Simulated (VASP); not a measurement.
Level of theory: MS2 meta-GGA, VASP's PBE PAW potentials (set 64) (plane waves; VASP).

VASP ran on this input.

**POSCAR**
```
CeO2
1
    0.0000000000     2.6518367359     2.6518367359
    2.6518367359     0.0000000000     2.6518367359
    2.6518367359     2.6518367359     0.0000000000
Ce O
1 2
Direct
  0.0000000000   0.0000000000   0.0000000000
  0.2500000000   0.2500000000   0.2500000000
  0.7500000000   0.7500000000   0.7500000000
```

### INCAR
```
# general
SYSTEM  = CeO2
PREC    = Accurate
ENCUT   = 520
LREAL   = .FALSE.
LASPH   = .TRUE.   # aspherical one-centre terms

# electronic loop
EDIFF   = 1E-7   # SCF stop (eV)
NELM    = 100
ALGO    = Normal   # blocked Davidson
LMAXMIX = 6   # l cut-off of mixed one-centre charges
LMIXTAU = .TRUE.

# smearing
ISMEAR  = 0   # Gaussian
SIGMA   = 0.05   # width (eV)

# functional
METAGGA = MS2

# ions
ISIF    = 2   # forces and stress, cell fixed

# output
LWAVE   = .FALSE.
LCHARG  = .FALSE.
```

KPOINTS:
```
kpoints
0
gamma
7 7 7
```

POTCAR, in this order: Ce O (PBE.64 set). Program: vasp_std.

The run wrote:

### OSZICAR
```
       N       E                     dE             d eps       ncg     rms          rms(c)
DAV:   1     0.208535612400E+03    0.20854E+03   -0.11009E+04   648   0.188E+03
DAV:   2    -0.129802410675E+02   -0.22152E+03   -0.21234E+03   952   0.311E+02
DAV:   3    -0.532808520692E+02   -0.40301E+02   -0.33848E+02   832   0.149E+02
DAV:   4    -0.548281571183E+02   -0.15473E+01   -0.15470E+01  1048   0.328E+01
DAV:   5    -0.548774624705E+02   -0.49305E-01   -0.49303E-01   960   0.532E+00    0.420E+01
DAV:   6    -0.208345403481E+02    0.34043E+02   -0.49070E+01   944   0.606E+01    0.110E+01
DAV:   7    -0.248264505514E+02   -0.39919E+01   -0.39936E+01   944   0.727E+01    0.194E+01
DAV:   8    -0.253366249225E+02   -0.51017E+00   -0.15611E+01   992   0.377E+01    0.905E+00
DAV:   9    -0.234242893252E+02    0.19123E+01   -0.15092E+01   944   0.434E+01    0.646E+00
DAV:  10    -0.237690027724E+02   -0.34471E+00   -0.18097E+00   952   0.156E+01    0.189E+00
DAV:  11    -0.237686099817E+02    0.39279E-03   -0.15528E-01  1144   0.356E+00    0.397E-01
DAV:  12    -0.237719684274E+02   -0.33584E-02   -0.70368E-03   880   0.870E-01    0.449E-01
DAV:  13    -0.237642426261E+02    0.77258E-02   -0.78803E-02   968   0.300E+00    0.553E-01
DAV:  14    -0.237685594884E+02   -0.43169E-02   -0.81111E-03   856   0.109E+00    0.395E-01
DAV:  15    -0.237671593223E+02    0.14002E-02   -0.13982E-02   952   0.107E+00    0.588E-02
DAV:  16    -0.237667925064E+02    0.36682E-03   -0.44802E-04   728   0.250E-01    0.363E-02
DAV:  17    -0.237672361493E+02   -0.44364E-03   -0.40468E-04   888   0.243E-01    0.209E-02
DAV:  18    -0.237672766523E+02   -0.40503E-04   -0.67772E-05   960   0.105E-01    0.127E-02
DAV:  19    -0.237672723357E+02    0.43166E-05   -0.19549E-05   944   0.529E-02    0.309E-03
DAV:  20    -0.237672731465E+02   -0.81083E-06   -0.12117E-06   944   0.995E-03    0.296E-03
DAV:  21    -0.237672722039E+02    0.94260E-06   -0.54933E-07   776   0.887E-03    0.191E-03
DAV:  22    -0.237672725276E+02   -0.32371E-06   -0.54094E-07   736   0.864E-03    0.196E-03
DAV:  23    -0.237672708686E+02    0.16590E-05   -0.69484E-08   392   0.393E-03    0.752E-04
DAV:  24    -0.237672709182E+02   -0.49507E-07   -0.20748E-08   440   0.219E-03
   1 F= -.23767271E+02 E0= -.23767271E+02  d E =-.106412E-12
```

OUTCAR:
```
------------------------ aborting loop because EDIFF is reached ----------------------------------------
  FORCE on cell =-STRESS in cart. coord.  units (eV):
  Direction    XX          YY          ZZ          XY          YZ          ZX
  --------------------------------------------------------------------------------------
  Total        3.1916430      3.1916430      3.1916430      0.0000000     -0.0000000      0.0000000
  in kB      137.1053944    137.1053944    137.1053944      0.0000000     -0.0000000      0.0000000
  external PRESSURE =     137.1053944 kB  Pullay stress =       0.0000000 kB
  volume of cell :       37.30
      direct lattice vectors                 reciprocal lattice vectors
     0.000000000  2.651836736  2.651836736    -0.188548561  0.188548561  0.188548561
     2.651836736  0.000000000  2.651836736     0.188548561 -0.188548561  0.188548561
     2.651836736  2.651836736  0.000000000     0.188548561  0.188548561 -0.188548561
 POSITION                                       TOTAL-FORCE (eV/Angst)
 -----------------------------------------------------------------------------------
      0.00000      0.00000      0.00000         0.000000      0.000000      0.000000
      1.32592      1.32592      1.32592        -0.000000     -0.000000     -0.000000
      3.97776      3.97776      3.97776         0.000000      0.000000      0.000000
 -----------------------------------------------------------------------------------
    total drift:                                0.000000      0.000000      0.000000
  FREE ENERGIE OF THE ION-ELECTRON SYSTEM (eV)
  ---------------------------------------------------
  free  energy   TOTEN  =       -23.7672709182 eV

  energy  without entropy=      -23.7672709182  energy(sigma->0) =      -23.76727092
```
(Selected blocks of OUTCAR.)

The compound is CeO2 in the fluorite structure. This cell is one point of a volume scan, at 0.94 of the reference volume. The run is not spin-polarised, so no magnetic state was tried.
